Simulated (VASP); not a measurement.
# A first-principles U for ErB2

Wanted: U by linear response. The start is a cell from a database of measured crystal structures.

Calculated with VASP 6.6.1; LDA, spin-polarised from a ferromagnetic start (one magnetic atom a cell); plane waves and PAW (Er, B), in the first sound run; inputs show where later runs differ.

## (1) The structure

The structure is hexagonal, space group P6/mmm (No. 191). Conventional cell: a = 3.280 Å, b = 3.280 Å, c = 3.790 Å, α = 90.00°, β = 90.00°, γ = 120.00°. Nearest to Er lie 12 B at 2.68 Å. Nearest to B lie 3 B at 1.89 Å and 6 Er at 2.68 Å. Farther neighbours are not listed.

## (2) Ground state

The shifted atom is typed as a species of its own, and density and orbitals are saved as the common start.

INCAR

```
SYSTEM = ErB2
PREC = Accurate
ENCUT = 420
EDIFF = 1E-06
NELM = 150
ISMEAR = 0
SIGMA = 0.05
LREAL = .FALSE.
ALGO = Normal
GGA = CA
NBANDS = 21
ISPIN = 2
MAGMOM = 3 0 0
LASPH = .TRUE.
LMAXMIX = 6
AMIX = 0.2
BMIX = 1E-04
AMIX_MAG = 0.8
BMIX_MAG = 1E-04
LORBIT = 11
LWAVE = .TRUE.
LCHARG = .TRUE.
KPAR = 2
```

POSCAR

```
ErB2
1.0
    3.2800000000      0.0000000000      0.0000000000
   -1.6400000000      2.8405633244      0.0000000000
    0.0000000000      0.0000000000      3.7900000000
Er B
1 2
Direct
    0.0000000000      0.0000000000      0.0000000000
    0.6666666667      0.3333333333      0.5000000000
    0.3333333333      0.6666666667      0.5000000000
```

KPOINTS

```
Automatic mesh
0
Gamma
5 5 4
0 0 0
```

The projector-augmented-wave data sets are Er and B (PBE family, release 64).

Command:

```console
mpirun -np 2 vasp_std
```

Output:

```text
[banner, memory and clock lines left out]
running    2 mpi-ranks, on    1 nodes
 distrk:  each k-point on    1 cores,    2 groups
 distr:  one band on    1 cores,    1 groups

 POSCAR found type information on POSCAR ErB
 POSCAR found :  2 types and       3 ions
|                                                                             |
|               ----> ADVICE to this user running VASP <----                  |
|                                                                             |
|     You enforced a specific xc type in the INCAR file but a different       |
|     [... a line on the potential file left out ...]
|     I HOPE YOU KNOW WHAT YOU ARE DOING!                                     |
|                                                                             |

 LDA part: xc-table for (Slater(with rela. corr.)+CA(PZ))
 , standard interpolation
 POSCAR, INCAR and KPOINTS ok, starting setup
 FFT: planning ... GRIDC
 FFT: planning ... GRID_SOFT
 FFT: planning ... GRID
 WAVECAR not read
 entering main loop
       N       E                     dE             d eps       ncg     rms          rms(c)
DAV:   1     0.136291189272E+03    0.13629E+03   -0.93623E+03  1885   0.620E+03
DAV:   2    -0.672095466825E-01   -0.13636E+03   -0.12335E+03  1780   0.517E+02
DAV:   3    -0.230349732521E+02   -0.22968E+02   -0.21296E+02  1820   0.147E+02
DAV:   4    -0.262447151876E+02   -0.32097E+01   -0.31334E+01  2388   0.433E+01
DAV:   5    -0.266076055731E+02   -0.36289E+00   -0.36072E+00  2169   0.153E+01    0.530E+01
DAV:   6    -0.397407234632E+02   -0.13133E+02   -0.14941E+02  1440   0.362E+02    0.251E+02
DAV:   7    -0.346139167379E+02    0.51268E+01   -0.52179E+00  2403   0.484E+01    0.215E+02
DAV:   8    -0.216104216391E+02    0.13003E+02   -0.40858E+01  1766   0.166E+02    0.850E+01
DAV:   9    -0.223059985861E+02   -0.69558E+00   -0.44440E+00  2486   0.249E+01    0.535E+01
DAV:  10    -0.227636882336E+02   -0.45769E+00   -0.50680E-01  2227   0.236E+01    0.425E+01
DAV:  11    -0.217874099009E+02    0.97628E+00   -0.72404E+00  1606   0.743E+01    0.690E+01
DAV:  12    -0.216856709161E+02    0.10174E+00   -0.29517E-01  2472   0.119E+01    0.659E+01
DAV:  13    -0.216610484369E+02    0.24622E-01   -0.12280E+00  1672   0.297E+01    0.675E+01
DAV:  14    -0.215518231475E+02    0.10923E+00   -0.17383E-01  2304   0.121E+01    0.793E+01
DAV:  15    -0.216775119218E+02   -0.12569E+00   -0.92219E-01  1984   0.220E+01    0.112E+02
DAV:  16    -0.229002182075E+02   -0.12227E+01   -0.42857E+00  2164   0.592E+01    0.234E+02
DAV:  17    -0.219655957333E+02    0.93462E+00   -0.18455E+00  2157   0.374E+01    0.207E+02
DAV:  18    -0.229150857634E+02   -0.94949E+00   -0.18785E+00  1820   0.448E+01    0.217E+02
DAV:  19    -0.216578202363E+02    0.12573E+01   -0.63736E+00  2185   0.515E+01    0.104E+02
DAV:  20    -0.216260483150E+02    0.31772E-01   -0.56416E-01  2124   0.148E+01    0.797E+01
DAV:  21    -0.216129186517E+02    0.13130E-01   -0.72314E-02  2213   0.737E+00    0.754E+01
DAV:  22    -0.216254577223E+02   -0.12539E-01   -0.46167E-02  2240   0.337E+00    0.521E+01
DAV:  23    -0.216690517650E+02   -0.43594E-01   -0.49961E-02  2243   0.547E+00    0.273E+01
DAV:  24    -0.216882388036E+02   -0.19187E-01   -0.15855E-02  2258   0.294E+00    0.209E+01
DAV:  25    -0.216590813656E+02    0.29157E-01   -0.26075E-02  2186   0.548E+00    0.211E+01
DAV:  26    -0.216564689514E+02    0.26124E-02   -0.39007E-03  2224   0.177E+00    0.160E+01
DAV:  27    -0.216419110260E+02    0.14558E-01   -0.12421E-02  2021   0.338E+00    0.117E+01
DAV:  28    -0.216403352043E+02    0.15758E-02   -0.48923E-03  2211   0.175E+00    0.738E+00
DAV:  29    -0.216392061714E+02    0.11290E-02   -0.77496E-04  2329   0.499E-01    0.622E+00
DAV:  30    -0.216367253704E+02    0.24808E-02   -0.95706E-04  2198   0.804E-01    0.541E+00
DAV:  31    -0.216305503170E+02    0.61751E-02   -0.53524E-03  2053   0.183E+00    0.413E+00
DAV:  32    -0.216270552585E+02    0.34951E-02   -0.34322E-03  2404   0.140E+00    0.344E+00
DAV:  33    -0.216257553909E+02    0.12999E-02   -0.10428E-03  2430   0.825E-01    0.221E+00
DAV:  34    -0.216253014614E+02    0.45393E-03   -0.38540E-04  2434   0.536E-01    0.104E+00
DAV:  35    -0.216244094498E+02    0.89201E-03   -0.19270E-03  2001   0.132E+00    0.469E-01
DAV:  36    -0.216245520230E+02   -0.14257E-03   -0.23547E-04  2265   0.310E-01    0.520E-01
DAV:  37    -0.216243879771E+02    0.16405E-03   -0.18627E-04  2231   0.384E-01    0.482E-01
DAV:  38    -0.216243184266E+02    0.69550E-04   -0.13764E-04  2227   0.431E-01    0.144E-01
DAV:  39    -0.216243112211E+02    0.72055E-05   -0.40914E-05  2433   0.163E-01    0.148E-01
DAV:  40    -0.216243099060E+02    0.13152E-05   -0.11651E-05  1843   0.671E-02    0.126E-01
DAV:  41    -0.216243107980E+02   -0.89208E-06   -0.36798E-06  1086   0.535E-02
   1 F= -.21624311E+02 E0= -.21617899E+02  d E =-.128237E-01  mag=     2.7573
 writing wavefunctions
```

The job ended after 31 s (2 MPI ranks of Intel Xeon 6975P-C (Granite Rapids), shared host; peak memory 0.29 GiB).

Lines that name or quote the potential files are left out of all logs, and their timing lines are given in words.

Parts of OUTCAR (step 2):

```text
ion  position               nearest neighbor table
   1  0.000  0.000  0.000-   2 2.68   3 2.68   2 2.68   3 2.68   3 2.68   3 2.68   2 2.68   2 2.68
                             2 2.68   2 2.68   3 2.68   3 2.68
   2  0.667  0.333  0.500-   3 1.89   3 1.89   3 1.89   1 2.68   1 2.68   1 2.68   1 2.68   1 2.68
                             1 2.68
   3  0.333  0.667  0.500-   2 1.89   2 1.89   2 1.89   1 2.68   1 2.68   1 2.68   1 2.68   1 2.68
                             1 2.68

  LATTYP: Found a hexagonal cell.
 ALAT       =     3.2800000000
 C/A-ratio  =     1.1554878049

 Subroutine GETGRP returns: Found 24 space group operations
 (whereof 24 operations were pure point group operations)

The static configuration has the point symmetry D_6h.

 Found     15 irreducible k-points:

   k-points           NKPTS =     15   k-points in BZ     NKDIM =     15   number of bands    NBANDS=     21

   dimension x,y,z NGX =    24 NGY =   24 NGZ =   28
   dimension x,y,z NGXF=    48 NGYF=   48 NGZF=   56

   ENCUT  =  420.0 eV  30.87 Ry    5.56 a.u.   5.48  5.48  6.33*2*pi/ulx,y,z

   NELECT =      28.0000    total number of electrons

 k-points in reciprocal lattice and weights: Automatic mesh
   0.00000000  0.00000000  0.00000000       0.010
   0.20000000 -0.00000000  0.00000000       0.060
   0.40000000  0.00000000  0.00000000       0.060
   0.20000000  0.20000000  0.00000000       0.060
   0.40000000  0.20000000  0.00000000       0.060
   0.00000000  0.00000000  0.25000000       0.020
   0.20000000 -0.00000000  0.25000000       0.120
   0.40000000  0.00000000  0.25000000       0.120
   0.20000000  0.20000000  0.25000000       0.120
[...]
0.20000000  0.20000000  0.50000000       0.060
   0.40000000  0.20000000  0.50000000       0.060

 average (electrostatic) potential at core
       1 -35.7900       2 -27.3383       3 -27.3383

 E-fermi :   3.9183

 spin component 1
 k-point     1 :       0.0000    0.0000    0.0000
  band No.  band energies     occupation
    ...
     12       2.2641      1.00000
     13       3.3071      1.00000
     14       3.3311      1.00000
     15       3.3311      1.00000
     16       3.5170      1.00000
     17       9.9469      0.00000
     18      10.1486      0.00000
     19      10.1486      0.00000
     20      10.4715      0.00000
     21      10.4715      0.00000

 k-point     2 :       0.2000   -0.0000    0.0000
  band No.  band energies     occupation
    ...
     11       1.9275      1.00000
     12       2.1623      1.00000
     13       2.2178      1.00000
     14       2.8562      1.00000
     15       3.2911      1.00000
     16       4.2822      0.00000
     17       8.0510      0.00000
     18       9.7400      0.00000
     19       9.8314      0.00000
     20      10.1281      0.00000
    ...

 k-point     3 :       0.4000    0.0000    0.0000
  band No.  band energies     occupation
    ...
     12       2.0835      1.00000
     13       2.1099      1.00000
     14       2.1664      1.00000
     15       3.1168      1.00000
     16       3.9183      0.50071
     17       7.7615      0.00000
     18       9.3765      0.00000
     19      10.1200      0.00000
     20      10.8419      0.00000
     21      11.7990      0.00000

 k-point     4 :       0.2000    0.2000    0.0000
  band No.  band energies     occupation
    ...
     11       1.7678      1.00000
     12       2.0975      1.00000
     13       2.1333      1.00000
     14       2.3482      1.00000
     15       2.5459      1.00000
     16       5.9132      0.00000
     17       6.6417      0.00000
     18       7.2645      0.00000
     19      11.5357      0.00000
     20      12.5638      0.00000
    ...

 k-point     5 :       0.4000    0.2000    0.0000
  band No.  band energies     occupation
    ...
     11       1.7860      1.00000
     12       2.0722      1.00000
     13       2.0987      1.00000
     14       2.1703      1.00000
     15       2.6701      1.00000
     16       5.0381      0.00000
     17       6.0561      0.00000
     18       9.1421      0.00000
     19      10.9428      0.00000
     20      12.5465      0.00000
    ...

 k-point     6 :       0.0000    0.0000    0.2500
  band No.  band energies     occupation
    ...
     11       2.0965      1.00000
     12       2.0965      1.00000
     13       2.2643      1.00000
     14       3.8655      0.93256
     15       3.8655      0.93256
     16       6.1175      0.00000
     17       7.9179      0.00000
     18       7.9179      0.00000
     19       8.8753      0.00000
     20       8.8753      0.00000
    ...

  Total       -3.0582503     -3.0582503     -1.2275723      0.0000000      0.0000000      0.0000000
  in kB     -138.7605705   -138.7605705    -55.6980678      0.0000000      0.0000000      0.0000000
  external PRESSURE =    -111.0730696 kB  Pullay stress =       0.0000000 kB

  energy-cutoff  :      420.00
  volume of cell :       35.31
      direct lattice vectors                 reciprocal lattice vectors
     3.280000000  0.000000000  0.000000000     0.304878049  0.176021424  0.000000000
    -1.640000000  2.840563324  0.000000000     0.000000000  0.352042847  0.000000000
     0.000000000  0.000000000  3.790000000     0.000000000  0.000000000  0.263852243

 POSITION                                       TOTAL-FORCE (eV/Angst)
 -----------------------------------------------------------------------------------
      0.00000      0.00000      0.00000         0.000000      0.000000      0.000000
      1.64000      0.94685      1.89500         0.000000     -0.000000      0.000000
     -0.00000      1.89371      1.89500        -0.000000      0.000000      0.000000
 -----------------------------------------------------------------------------------
    total drift:                                0.000000      0.000000     -0.000000

  FREE ENERGIE OF THE ION-ELECTRON SYSTEM (eV)
  ---------------------------------------------------
  free  energy   TOTEN  =       -21.6243107980 eV

  energy  without entropy=      -21.6114871143  energy(sigma->0) =      -21.61789896

 total charge
# of ion       s       p       d       f       tot
--------------------------------------------------
    1        2.088   5.829   0.597  11.184  19.697
    2        0.651   1.136   0.000   0.000   1.787
    3        0.651   1.136   0.000   0.000   1.787
--------------------------------------------------
tot          3.389   8.101   0.597  11.184  23.271

 magnetization (x)
# of ion       s       p       d       f       tot
--------------------------------------------------
    1        0.001  -0.012   0.035   2.617   2.641
    2       -0.000   0.030   0.000   0.000   0.030
    3       -0.000   0.030   0.000   0.000   0.030
--------------------------------------------------
tot         -0.000   0.049   0.035   2.617   2.701

[... 6 further parts left out ...]
```

The cell holds one magnetic atom, so no antiferromagnetic order fits into it. The k-mesh is coarse for a metal. Without U or exact exchange the f electrons of Er come out too delocalised, which can shrink the cell and pin f bands at the Fermi level. The PAW data sets were made with PBE, a small mismatch for LDA.

This step gave:

```yaml
electronic_cycles: 41
electrons: 28
free_energy_toten: -21.62 eV
energy_at_zero_smearing: -21.62 eV
fermi_energy: 3.918 eV
moment_of_the_cell_from_the_last_line_of_the_log: 2.757 μB
labelled_metallic_from_the_levels_on_this_mesh: yes
```

Spin moment in the PAW sphere by atom:

```tsv
atom	spin moment in the PAW sphere (μB)
Er1	2.64
B2	0.03
B3	0.03
```

## (3) Shifted potential, frozen density, alpha -0.2

This step: LDA, with a shift of one shell's potential, spin-polarised from a ferromagnetic start (one magnetic atom a cell); plane waves and PAW (Er, B) (VASP 6.6.1).

With the density held, the shell's charge shows the bare response.

Edit INCAR of step 2 so:

```diff
@@ -20,4 +20,10 @@
 LORBIT = 11
-LWAVE = .TRUE.
-LCHARG = .TRUE.
+LWAVE = .FALSE.
+LCHARG = .FALSE.
 KPAR = 2
+LDAU = .TRUE.
+LDAUTYPE = 3
+LDAUL = 3 -1
+LDAUU = -0.2 0
+LDAUJ = -0.2 0
+ICHARG = 11
```

POSCAR is that of step 2.

KPOINTS is that of step 2.

The run starts from files that an earlier step left in the folder.

Command:

```console
mpirun -np 2 vasp_std
```

Output:

```text
[banner, memory and clock lines left out]
running    2 mpi-ranks, on    1 nodes
 distrk:  each k-point on    1 cores,    2 groups
 distr:  one band on    1 cores,    1 groups

 POSCAR found type information on POSCAR ErB
 POSCAR found :  2 types and       3 ions
 [... a notice as in an earlier step ...]

 LDA part: xc-table for (Slater(with rela. corr.)+CA(PZ))
 , standard interpolation
 found WAVECAR, reading the header
 POSCAR, INCAR and KPOINTS ok, starting setup
 FFT: planning ... GRIDC
 FFT: planning ... GRID_SOFT
 FFT: planning ... GRID
 reading WAVECAR
 the WAVECAR file was read successfully
 charge density read from file: CHGCAR, ErB2
magnetization read from file: component  1
 entering main loop
       N       E                     dE             d eps       ncg     rms          rms(c)
DAV:   1    -0.194091538367E+02   -0.19409E+02   -0.75122E-02  1772   0.610E+00
DAV:   2    -0.194091909584E+02   -0.37122E-04   -0.37122E-04  1548   0.105E-01
DAV:   3    -0.194091930364E+02   -0.20780E-05   -0.20776E-05  1921   0.368E-02
DAV:   4    -0.194091931160E+02   -0.79577E-07   -0.80062E-07  1089   0.669E-03
   1 F= -.19409193E+02 E0= -.19404039E+02  d E =-.103073E-01  mag=     2.7573
```

The job ended after 4.2 s (2 MPI ranks; peak memory 0.28 GiB; 6.9 s of CPU time).

From OUTCAR (step 3):

```text
The static configuration has the point symmetry D_6h.

 Found     15 irreducible k-points:

   NELECT =      28.0000    total number of electrons

 E-fermi :   4.0947

 spin component 1
 k-point     1 :       0.0000    0.0000    0.0000
  band No.  band energies     occupation
    ...
     12       2.4615      1.00000
     13       3.3318      1.00000
     14       3.3318      1.00000
     15       3.3414      1.00000
     16       3.5168      1.00000
     17       9.9609      0.00000
     18      10.1483      0.00000
     19      10.1484      0.00000
     20      10.4806      0.00000
     21      10.4807      0.00000

 k-point     2 :       0.2000   -0.0000    0.0000
  band No.  band energies     occupation
    ...
     11       2.0921      1.00000
     12       2.3546      1.00000
     13       2.3793      1.00000
     14       2.8965      1.00000
     15       3.3289      1.00000
     16       4.2832      0.00000
     17       8.0601      0.00000
     18       9.7465      0.00000
     19       9.8358      0.00000
     20      10.1283      0.00000
    ...

 k-point     3 :       0.4000    0.0000    0.0000
  band No.  band energies     occupation
    ...
     12       2.2035      1.00000
     13       2.2783      1.00000
     14       2.3024      1.00000
     15       3.1970      1.00000
     16       3.9194      1.00000
     17       7.7750      0.00000
     18       9.3765      0.00000
     19      10.1271      0.00000
     20      10.8430      0.00000
     21      11.8004      0.00000

 k-point     4 :       0.2000    0.2000    0.0000
  band No.  band energies     occupation
    ...
     11       1.9626      1.00000
     12       2.2918      1.00000
     13       2.3225      1.00000
     14       2.5054      1.00000
     15       2.5893      1.00000
     16       5.9194      0.00000
     17       6.6503      0.00000
     18       7.2724      0.00000
     19      11.5401      0.00000
     20      12.5628      0.00000
    ...

  Total       -4.3338241     -4.3338241     -3.1013258      0.0000000     -0.0000000      0.0000000
  in kB     -196.6365908   -196.6365908   -140.7150153      0.0000000     -0.0000000      0.0000000
  external PRESSURE =    -177.9960656 kB  Pullay stress =       0.0000000 kB

 POSITION                                       TOTAL-FORCE (eV/Angst)
 -----------------------------------------------------------------------------------
      0.00000      0.00000      0.00000         0.000000      0.000000     -0.000000
      1.64000      0.94685      1.89500         0.000000     -0.000000      0.000000
     -0.00000      1.89371      1.89500        -0.000000      0.000000     -0.000000
 -----------------------------------------------------------------------------------
    total drift:                               -0.000000      0.000000     -0.000000

  FREE ENERGIE OF THE ION-ELECTRON SYSTEM (eV)
  ---------------------------------------------------
  free  energy   TOTEN  =       -19.4091931160 eV

  energy  without entropy=      -19.3988858620  energy(sigma->0) =      -19.40403949

 total charge
# of ion       s       p       d       f       tot
--------------------------------------------------
    1        2.088   5.835   0.645  10.980  19.547
    2        0.652   1.156   0.000   0.000   1.808
    3        0.652   1.156   0.000   0.000   1.808
--------------------------------------------------
tot          3.392   8.146   0.645  10.980  23.163

 magnetization (x)
# of ion       s       p       d       f       tot
--------------------------------------------------
    1        0.000  -0.013   0.038   2.817   2.842
    2       -0.000   0.024   0.000   0.000   0.024
    3       -0.000   0.024   0.000   0.000   0.024
--------------------------------------------------
tot         -0.001   0.036   0.038   2.817   2.890

[... 8 parts as in an earlier step ...]

[... 9 further parts left out ...]
```

This step gave:

```
electronic cycles       : 4
free energy (TOTEN)     : -19.41 eV
energy at zero smearing : -19.40 eV
Fermi energy            : 4.095 eV
```

Spin moment in the PAW sphere by atom:

```tsv
atom	spin moment in the PAW sphere (μB)
Er1	2.84
B2	0.02
B3	0.02
```

Energy at zero smearing: -19.40404 eV.

[end of part 1 of 3]

[Lines on the potential files, build, host, timing and source positions are cut from VASP's logs without a mark.]

[Logs are printed without paths, hosts, clocks, repeated set-up lines and the standing remarks that a program may print on its own settings, such as how far it seeks lower states.]

[Hosts, paths, dates, database ids (printed as entryN), source tags and the programs' standing remarks are cut or masked in the printed files.]

[In band tables of VASP the shares of atoms and orbitals are scaled to a sum of 1 inside the atoms' spheres.]

[Runs that stopped without an error message from VASP are left out.]
